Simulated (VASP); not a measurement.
Calculation: PBEsol GGA, VASP's PBE PAW potentials (set 64) (plane waves; VASP 6.6.1).

VASP input:

**POSCAR**
```
MgS
1
    0.0000000000     2.5890714753     2.5890714753
    2.5890714753    -0.0000000000     2.5890714753
    2.5890714753     2.5890714753     0.0000000000
Mg S
1 1
Direct
  0.0000000000   0.0000000000   0.0000000000
  0.5000000000   0.5000000000   0.5000000000
```

INCAR:
```
SYSTEM = MgS
PREC = Accurate
ENCUT = 480
EDIFF = 1E-7
NELM = 100
ALGO = Normal
LREAL = .FALSE.
LASPH = .TRUE.
ISMEAR = 0
SIGMA = 0.05
GGA = PS
LWAVE = .FALSE.
LCHARG = .FALSE.
ISIF = 3
IBRION = 2
NSW = 40
EDIFFG = -0.01
PSTRESS = 50
```

KPOINTS:
```
kpoints
0
Gamma
8 8 8
0 0 0
```

POTCAR, in this order: Mg S (PBE.64 set). Program: vasp_std.

Energy and stress use the plane-wave basis of the starting cell.

**Question.** Estimate the energy per atom (σ→0), volume per atom, band gap (on the k-mesh).

**Answer.** 
```json
{
 "energy per atom (σ→0)": "-4.523 eV/atom",
 "band gap (on the k-mesh)": "2.85 eV",
 "volume_per_atom": "16.40 Å³/atom"
}
```

**OSZICAR**
```
...
DAV:   1    -0.906090166894E+01   -0.43373E-01   -0.30224E-01   560   0.360E+00    0.922E-01
DAV:   2    -0.904803868578E+01    0.12863E-01   -0.36151E-02   472   0.105E+00    0.308E-01
DAV:   3    -0.904652348059E+01    0.15152E-02   -0.81130E-03   520   0.509E-01    0.190E-01
DAV:   4    -0.904649996315E+01    0.23517E-04   -0.56974E-05   520   0.675E-02    0.164E-01
DAV:   5    -0.904645173235E+01    0.48231E-04   -0.30270E-05   512   0.432E-02    0.236E-02
DAV:   6    -0.904645207616E+01   -0.34382E-06   -0.50523E-07   552   0.633E-03    0.103E-02
DAV:   7    -0.904645214150E+01   -0.65332E-07   -0.15731E-08   248   0.977E-04
   3 F= -.80229565E+01 E0= -.80229565E+01  d E =-.314358E-01
```

The compound is MgS in the rock salt structure. This run relaxes it under an external pressure of 5 GPa. Symmetry was kept, so distortions that lower it aren't found.
